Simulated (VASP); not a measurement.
Method: PBE GGA with spin-orbit coupling, VASP's PBE PAW potentials (set 64) (plane waves; VASP).

A VASP calculation is set up with these files.

**KPOINTS_OPT**
```
k-points along high-symmetry lines
8
Line-mode
Reciprocal
  0.000000   0.000000   0.000000 ! GAMMA
  0.500000  -0.500000   0.500000 ! H

  0.500000  -0.500000   0.500000 ! H
  0.000000   0.000000   0.500000 ! N

  0.000000   0.000000   0.500000 ! N
  0.000000   0.000000   0.000000 ! GAMMA

  0.000000   0.000000   0.000000 ! GAMMA
  0.250000   0.250000   0.250000 ! P

  0.250000   0.250000   0.250000 ! P
  0.500000  -0.500000   0.500000 ! H

  0.250000   0.250000   0.250000 ! P
  0.000000   0.000000   0.500000 ! N
```

KPOINTS:
```
Automatic mesh
0
Gamma
14 14 14
0 0 0
```

### POSCAR
```
W
1.0
 -1.5935571320   1.5935571320   1.5935571320
  1.5935571320  -1.5935571320   1.5935571320
  1.5935571320   1.5935571320  -1.5935571320
W
1
Cartesian
  0.0000000000   0.0000000000   0.0000000000
```

### INCAR
```
ENCUT = 400
LREAL = .False.
GGA = PE   # PBE
EDIFF = 1E-6   # SCF stop (eV)
ALGO = Normal   # blocked Davidson
LASPH = .True.   # aspherical one-centre terms
LSORBIT = .True.
LCHARG = .False.
SIGMA = 0.05
ISMEAR = 0   # Gaussian
SYSTEM = W
PREC = Accurate
MAGMOM = 0 0 0
LWAVE = .False.
LMAXMIX = 6
GGA_COMPAT = .False.
NELM = 100
```

POTCAR, in this order: W_sv (PBE.64 set). Program: vasp_ncl.

The run wrote:

File OSZICAR:
```
       N       E                     dE             d eps       ncg     rms          rms(c)
DAV:   1     0.120424681343E+03    0.12042E+03   -0.67271E+03  4584   0.125E+03
DAV:   2    -0.107053412595E+02   -0.13113E+03   -0.12708E+03  5004   0.398E+02
DAV:   3    -0.143851011110E+02   -0.36798E+01   -0.36413E+01  5406   0.687E+01
DAV:   4    -0.144123336883E+02   -0.27233E-01   -0.27229E-01  4882   0.631E+00
DAV:   5    -0.144126717203E+02   -0.33803E-03   -0.33803E-03  5280   0.674E-01    0.200E+01
DAV:   6    -0.139058830938E+02    0.50679E+00   -0.60257E-01  5050   0.104E+01    0.793E+00
DAV:   7    -0.137751240624E+02    0.13076E+00   -0.31477E-01  5212   0.697E+00    0.193E+00
DAV:   8    -0.137727751195E+02    0.23489E-02   -0.37629E-03  4828   0.752E-01    0.511E-01
DAV:   9    -0.137706364860E+02    0.21386E-02   -0.12890E-03  4900   0.555E-01    0.576E-02
DAV:  10    -0.137706526422E+02   -0.16156E-04   -0.45616E-05  5250   0.902E-02    0.357E-02
DAV:  11    -0.137706481576E+02    0.44846E-05   -0.56277E-06  4834   0.347E-02    0.887E-03
DAV:  12    -0.137706485254E+02   -0.36779E-06   -0.16507E-07  2678   0.437E-03
   1 F= -.13770649E+02 E0= -.13769973E+02  d E =-.135068E-02  mag=    -0.0000     0.0000    -0.0000
       N       E                     dE             ncg
```

### OUTCAR
```
------------------------ aborting loop because EDIFF is reached ----------------------------------------
  FORCE on cell =-STRESS in cart. coord.  units (eV):
  Direction    XX          YY          ZZ          XY          YZ          ZX
  --------------------------------------------------------------------------------------
  Total        0.0731015      0.0731015      0.0731015      0.0000000      0.0000000     -0.0000000
  in kB        7.2355936      7.2355936      7.2355936      0.0000000      0.0000000     -0.0000000
  external PRESSURE =       7.2355936 kB  Pullay stress =       0.0000000 kB
  volume of cell :       16.19
      direct lattice vectors                 reciprocal lattice vectors
    -1.593557132  1.593557132  1.593557132     0.000000000  0.313763460  0.313763460
     1.593557132 -1.593557132  1.593557132     0.313763460  0.000000000  0.313763460
     1.593557132  1.593557132 -1.593557132     0.313763460  0.313763460  0.000000000
 POSITION                                       TOTAL-FORCE (eV/Angst)
 -----------------------------------------------------------------------------------
      0.00000      0.00000      0.00000         0.000000      0.000000     -0.000000
 -----------------------------------------------------------------------------------
    total drift:                                0.000000     -0.000000      0.000000
  FREE ENERGIE OF THE ION-ELECTRON SYSTEM (eV)
  ---------------------------------------------------
  free  energy   TOTEN  =       -13.7706485254 eV

  energy  without entropy=      -13.7692978438  energy(sigma->0) =      -13.76997318

 Ion:    1  E_soc:     -1.6376209
```
(Selected blocks of OUTCAR.)

### OUTCAR
```
 val. band max:       11.1720820394   @ k =   0.4286   0.0714   0.0000

 cond. band min:      11.2057166235   @ k =   0.5000   0.5000   0.2143


 Fermi energy:        11.1726570099

 k-point     1 :       0.0000    0.0000    0.0000
  band No.  band energies     occupation
      1     -63.0783      1.00000
      2     -63.0783      1.00000
      3     -32.7662      1.00000
      4     -32.7662      1.00000
      5     -23.7667      1.00000
      6     -23.7667      1.00000
      7     -23.7667      1.00000
      8     -23.7667      1.00000
      9       1.6230      1.00000
     10       1.6230      1.00000
     11       9.7434      1.00000
     12       9.7434      1.00000
     13       9.7434      1.00000
     14       9.7434      1.00000
     15      10.2517      1.00000
     16      10.2517      1.00000
     17      13.3938      0.00000
     18      13.3938      0.00000
     19      13.3938      0.00000
     20      13.3938      0.00000
     21      25.6154      0.00000
     22      25.6154      0.00000

 k-point     2 :       0.0714    0.0000    0.0000
  band No.  band energies     occupation
      1     -63.0723      1.00000
      2     -63.0723      1.00000
      3     -32.7833      1.00000
      4     -32.7833      1.00000
      5     -23.8268      1.00000
      6     -23.8268      1.00000
      7     -23.7784      1.00000
      8     -23.7784      1.00000
      9       1.8661      1.00000
     10       1.8661      1.00000
     11       9.6579      1.00000
     12       9.6579      1.00000
     13       9.8029      1.00000
     14       9.8029      1.00000
     15      10.3291      1.00000
     16      10.3291      1.00000
     17      13.1690      0.00000
     18      13.1690      0.00000
     19      13.3984      0.00000
     20      13.3984      0.00000
     21      25.8157      0.00000
     22      25.8157      0.00000

 k-point     3 :       0.1429    0.0000    0.0000
  band No.  band energies     occupation
      1     -63.0555      1.00000
...
```

The compound is W in the bcc structure. It was relaxed first.
